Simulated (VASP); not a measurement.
Given:

```
CELL_PARAMETERS angstrom
      7.14656     0.00000     0.00000
      0.00000     7.14656     0.00000
      0.00000     0.00000     7.14656
ATOMIC_POSITIONS crystal
  C  0.50000 0.00000 0.00000
  C  0.62500 0.12500 0.12500
  C  0.75000 0.25000 0.00000
  C  0.87500 0.37500 0.12500
  C  0.75000 0.00000 0.25000
  C  0.87500 0.12500 0.37500
  C  0.00000 0.00000 0.00000
  C  0.12500 0.12500 0.12500
  C  0.25000 0.25000 0.00000
  C  0.37792 0.38136 0.12643
  C  0.50000 0.50000 0.00000
  C  0.62216 0.62562 0.13149
  C  0.75000 0.75000 0.00000
  C  0.87500 0.87500 0.12500
  C  0.25000 0.00000 0.25000
  C  0.37227 0.11994 0.38166
  C  0.49311 0.25553 0.24796
  C  0.63099 0.37361 0.37456
  C  0.74926 0.50572 0.25200
  C  0.87135 0.62747 0.37401
  C  0.50000 0.00000 0.50000
  C  0.62951 0.12693 0.63197
  C  0.75038 0.24643 0.49339
  C  0.87767 0.37215 0.62879
  C  0.75000 0.00000 0.75000
  C  0.87500 0.12500 0.87500
  C  0.00000 0.50000 0.00000
  C  0.12500 0.62500 0.12500
  C  0.25000 0.75000 0.00000
  C  0.37500 0.87500 0.12500
  C  0.00000 0.25000 0.25000
  C  0.12125 0.37912 0.37263
  C  0.24337 0.50652 0.25628
  C  0.38028 0.62782 0.37044
  C  0.50427 0.74842 0.25296
  C  0.62205 0.86934 0.37734
  C  0.00000 0.00000 0.50000
  C  0.12500 0.12500 0.62500
  C  0.24954 0.24481 0.50059
  C  0.37053 0.37374 0.62714
  C  0.61866 0.62441 0.61959
  C  0.75234 0.74523 0.50370
  C  0.87500 0.87500 0.62500
  C  0.25000 0.00000 0.75000
  C  0.37500 0.12500 0.87500
  C  0.50191 0.24640 0.75389
  C  0.61898 0.37874 0.87410
  C  0.75656 0.50381 0.74771
  C  0.87500 0.62500 0.87500
  C  0.00000 0.75000 0.25000
  C  0.12500 0.87500 0.37500
  C  0.00000 0.50000 0.50000
  C  0.13073 0.61865 0.62588
  C  0.25610 0.74468 0.49990
  C  0.37822 0.88047 0.61810
  C  0.00000 0.25000 0.75000
  C  0.12500 0.37500 0.87500
  C  0.24743 0.50185 0.74599
  C  0.37523 0.62668 0.87109
  C  0.49859 0.75340 0.74782
  C  0.62500 0.87500 0.87500
  C  0.00000 0.75000 0.75000
  C  0.12500 0.87500 0.87500
  S  0.49418 0.50123 0.50318
```

Level of theory: PBE GGA, VASP's PBE PAW potentials (set 64) (plane waves; VASP). Numerical set-up: PREC = Normal, LREAL = Auto, ISYM = 0, EDIFF = 1E-5, 400 eV cut-off, 1×1×1 Γ-centred mesh, Gaussian smearing of 0.050 eV, potentials C S.

The supercell is sampled at Γ alone, which is coarse: total energies, pressure and levels can be off, energies of defects by several tenths of an eV.

Question: The ions are relaxed. Give the cell that the relaxation ends in.

Answer: 
```
CELL_PARAMETERS angstrom
      7.14656     0.00000     0.00000
      0.00000     7.14656     0.00000
      0.00000     0.00000     7.14656
ATOMIC_POSITIONS crystal
  C  0.50046 0.00008 0.00010
  C  0.62469 0.12329 0.12332
  C  0.75047 0.24963 0.99958
  C  0.87680 0.37541 0.12332
  C  0.75048 0.99958 0.24963
  C  0.87680 0.12332 0.37540
  C  0.00011 0.99998 0.99997
  C  0.12567 0.12517 0.12518
  C  0.24972 0.25020 0.00077
  C  0.37605 0.37553 0.12454
  C  0.50017 0.49992 0.00109
  C  0.62456 0.62405 0.12454
  C  0.74989 0.75037 0.00074
  C  0.87493 0.87444 0.12515
  C  0.24973 0.00075 0.25023
  C  0.37605 0.12455 0.37557
  C  0.50375 0.24710 0.24713
  C  0.64374 0.35630 0.35628
  C  0.75295 0.49632 0.24712
  C  0.87552 0.62403 0.37555
  C  0.50016 0.00106 0.49990
  C  0.62452 0.12453 0.62402
  C  0.75295 0.24711 0.49630
  C  0.87549 0.37558 0.62402
  C  0.74986 0.00074 0.75033
  C  0.87490 0.12516 0.87439
  C  0.00001 0.49962 0.00010
  C  0.12344 0.62466 0.12346
  C  0.24974 0.75031 0.99995
  C  0.37544 0.87664 0.12342
  C  0.00055 0.24965 0.24966
  C  0.12458 0.37511 0.37515
  C  0.24712 0.49976 0.24537
  C  0.36161 0.63851 0.36146
  C  0.50035 0.75301 0.24535
  C  0.62500 0.87554 0.37510
  C  0.00001 0.00008 0.49961
  C  0.12343 0.12341 0.62467
  C  0.24712 0.24535 0.49981
  C  0.36159 0.36144 0.63856
  C  0.63858 0.63853 0.63854
  C  0.75471 0.75298 0.49975
  C  0.87664 0.87663 0.62466
  C  0.24974 0.99990 0.75034
  C  0.37542 0.12343 0.87666
  C  0.50033 0.24535 0.75299
  C  0.62497 0.37510 0.87554
  C  0.75468 0.49978 0.75299
  C  0.87665 0.62464 0.87664
  C  0.99933 0.75037 0.25024
  C  0.12172 0.87837 0.37506
  C  0.99899 0.49992 0.49991
  C  0.12442 0.62470 0.62471
  C  0.24592 0.75413 0.49885
  C  0.37534 0.87562 0.62472
  C  0.99928 0.25021 0.75033
  C  0.12170 0.37502 0.87837
  C  0.24593 0.49885 0.75416
  C  0.37534 0.62471 0.87567
  C  0.50117 0.75415 0.75416
  C  0.62502 0.87837 0.87837
  C  0.00014 0.75030 0.75031
  C  0.12511 0.87494 0.87499
  S  0.48330 0.51680 0.51676
```

Question: How much energy does the relaxation gain?

Answer: The energy (σ→0) changes by -65.3 meV/atom, in 18 ionic steps.

The cell is a supercell with a defect, built from C (diamond): S_C. The run is not spin-polarised, so no state with unpaired spins was tried.
